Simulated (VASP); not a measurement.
These are LDA (Ceperley-Alder, Perdew-Zunger), VASP's LDA PAW potentials (set 64) (plane waves; VASP 6.6.1) values and carry that method's errors.

The input files of a VASP run:

POSCAR:
```
Co
1
    1.1996456902    -2.0778474988     0.0000000000
    1.1996456902     2.0778474988    -0.0000000000
   -0.0000000000     0.0000000000     3.8678313682
Co
2
Direct
  0.3333330000   0.6666670000   0.2500000000
  0.6666670000   0.3333330000   0.7500000000
```

KPOINTS:
```
Automatic mesh
0
Gamma
17 17 10
0 0 0
```

**INCAR**
```
SYSTEM  =  Co
PREC  =  Accurate; ENCUT  =  500; LREAL  =  .FALSE.
LASPH  =  .TRUE.
EDIFF  =  1E-6; NELM  =  100; ALGO  =  Normal
LMAXMIX  =  4
ISMEAR  =  1; SIGMA  =  0.1
ISPIN  =  2; MAGMOM  =  2*1.5
IBRION  =  2; NSW  =  40; ISIF  =  3
EDIFFG  =  -0.02; PSTRESS  =  100
LWAVE  =  .FALSE.; LCHARG  =  .FALSE.; LORBIT  =  10
```

POTCAR, in this order: Co (LDA.64 set). Program: vasp_std.

The run wrote:

### OSZICAR
```
       N       E                     dE             d eps       ncg     rms          rms(c)
DAV:   1     0.770563622754E+02    0.77056E+02   -0.81259E+03 12152   0.160E+03
DAV:   2    -0.163402065727E+02   -0.93397E+02   -0.86386E+02 11901   0.259E+02
DAV:   3    -0.185798313560E+02   -0.22396E+01   -0.21788E+01 14225   0.564E+01
DAV:   4    -0.186160470186E+02   -0.36216E-01   -0.36206E-01 17084   0.552E+00
DAV:   5    -0.186163833551E+02   -0.33634E-03   -0.33632E-03 14593   0.504E-01    0.171E+01
DAV:   6    -0.165709503931E+02    0.20454E+01   -0.12085E+01 13042   0.751E+01    0.667E+00
DAV:   7    -0.162635234904E+02    0.30743E+00   -0.15218E+00 13819   0.253E+01    0.386E+00
DAV:   8    -0.162422175155E+02    0.21306E-01   -0.14316E-02 17501   0.141E+00    0.238E+00
DAV:   9    -0.162312822869E+02    0.10935E-01   -0.58050E-03 15557   0.132E+00    0.712E-01
DAV:  10    -0.162318135442E+02   -0.53126E-03   -0.32005E-04 16399   0.284E-01    0.423E-01
DAV:  11    -0.162322981151E+02   -0.48457E-03   -0.18257E-04 14970   0.243E-01    0.790E-02
DAV:  12    -0.162322870791E+02    0.11036E-04   -0.11762E-05 14517   0.511E-02    0.341E-02
DAV:  13    -0.162322839271E+02    0.31520E-05   -0.47444E-07  7725   0.120E-02    0.158E-02
DAV:  14    -0.162322835200E+02    0.40707E-06   -0.32157E-07  6794   0.121E-02
   1 F= -.15028763E+02 E0= -.15029275E+02  d E =-.150288E+02  mag=     2.9361
```

### OUTCAR
```
------------------------ aborting loop because EDIFF is reached ----------------------------------------
  FORCE on cell =-STRESS in cart. coord.  units (eV):
  Direction    XX          YY          ZZ          XY          YZ          ZX
  --------------------------------------------------------------------------------------
  Total        1.1967492      1.1967494      1.1838875      0.0000000      0.0000000      0.0000000
  in kB       99.4373476     99.4373679     98.3686790      0.0000000      0.0000000      0.0000000
  external PRESSURE =      -0.9188685 kB  Pullay stress =     100.0000000 kB
  volume of cell :       19.28
      direct lattice vectors                 reciprocal lattice vectors
     1.199645690 -2.077847499  0.000000000     0.416789727 -0.240633637  0.000000000
     1.199645690  2.077847499  0.000000000     0.416789727  0.240633637  0.000000000
     0.000000000  0.000000000  3.867831368     0.000000000  0.000000000  0.258542812
 POSITION                                       TOTAL-FORCE (eV/Angst)
 -----------------------------------------------------------------------------------
      1.19965      0.69262      0.96696        -0.000000     -0.000000      0.000000
      1.19965     -0.69262      2.90087         0.000000      0.000000      0.000000
 -----------------------------------------------------------------------------------
    total drift:                               -0.000000     -0.000010     -0.000031
  FREE ENERGIE OF THE ION-ELECTRON SYSTEM (eV)
  ---------------------------------------------------
  free  energy   TOTEN  =       -16.2322835200 eV

  energy  without entropy=      -16.2338204669  energy(sigma->0) =      -16.23279584
  enthalpy is  TOTEN    =       -15.0287626867 eV   P V=        1.2035208334

 total charge

# of ion       s       p       d       tot
------------------------------------------
    1        0.541   0.626   7.371   8.538
    2        0.541   0.626   7.371   8.538
--------------------------------------------------
tot          1.082   1.252  14.743  17.077

 magnetization (x)

# of ion       s       p       d       tot
------------------------------------------
    1       -0.014  -0.038   1.508   1.456
    2       -0.014  -0.038   1.508   1.456
--------------------------------------------------
tot         -0.027  -0.076   3.015   2.912

 reached required accuracy - stopping structural energy minimisation
```
(Selected blocks of OUTCAR.)

The compound is Co in the hcp structure. It was relaxed first under an external pressure of 10 GPa.
